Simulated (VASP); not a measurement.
CdSe (zinc blende):

```
CdSe
1.0
    0.00000     3.02500     3.02500
    3.02500     0.00000     3.02500
    3.02500     3.02500     0.00000
Cd Se
1 1
Direct
  0.00000   0.00000   0.00000
  0.25000   0.25000   0.25000
```

The lowest empty band near Γ, direction [111], from PBE with spin-orbit coupling in VASP (PAW); its two spin partners are averaged. The gap over the points computed is 0.52 eV, and the next band on that side lies 5.02 eV away at the edge.

Run with 400 eV cut-off, 9×9×9 Γ-centred mesh, Gaussian smearing of 0.050 eV, potentials Cd Se.

```tsv
distance from the edge in k (1/Å)	distance in energy (meV)
0.012	9.3
0.018	20.6
0.025	38.4
0.035	71.1
0.050	131.6
0.070	225.0
```

Q: Fit E(1 + αE) = ħ²k²/2m* (ħ²/2m0 = 3.810 eV Å²) and predict the row at 0.095 1/Å.

A: Least squares on the energies gives the electron mass m* = 0.058 m0 and α = 1.96 per eV, and so 353.1 meV. The run gave 351.6 meV, -1.5 meV from the fit. So light an electron mass at Γ scales with the gap, and carries this level's error in it.

Left out are points under 3 meV from the edge, since the levels carry 0.1 meV, and points farther than half the way to the next band.

The compound is CdSe in the zinc blende structure, whereas wurtzite is the usual form. The cell was not relaxed at this level.
